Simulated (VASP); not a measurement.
NdMnFeGe₂ (space group I-4m2): computed properties

These are PBEsol GGA, VASP's PBE PAW potentials (set 64) (plane waves; VASP 6.6.1) values and carry that method's errors.

For NdMnFeGe₂, the space group is I-4m2 (119) and the cell is a = 3.959 Å, b = 3.959 Å, c = 10.538 Å, α = 90.00°, β = 90.00°, γ = 90.00°. The volume per atom is 16.51 Å³/atom and the band gap (over mesh and band path) is none (metal, semimetal or under 0.01 eV). The cell moment is 2.82 μB and the density is 8.05 g/cm³.

Space group I-4m2 (No. 119); a = 3.959 Å, b = 3.959 Å, c = 10.538 Å, α = 90.00°, β = 90.00°, γ = 90.00°

| atom | site | symmetry | x | y | z |
|---|---|---|---|---|---|
| Nd | 2a | -4m2 | 0.0000 | 0.0000 | 0.0000 |
| Mn | 2d | -4m2 | 0.5000 | 0.0000 | 0.2500 |
| Fe | 2c | -4m2 | 0.0000 | 0.5000 | 0.2500 |
| Ge | 4e | 2mm. | 0.0000 | 0.0000 | 0.3742 |
(The calculation used a cell of 5 atoms; values per cell refer to that cell.)

The 4f electrons are frozen in the core of the lanthanide potential, so 4f levels, which can set the real gap, and their magnetism are missing. The run has a spin-polarised start.

The structure comes from a computed database's NdMnFeGe2 entry (I-4m2); how it stands against other phases isn't given here. It was relaxed first. Symmetry was kept, so distortions that lower it aren't found.
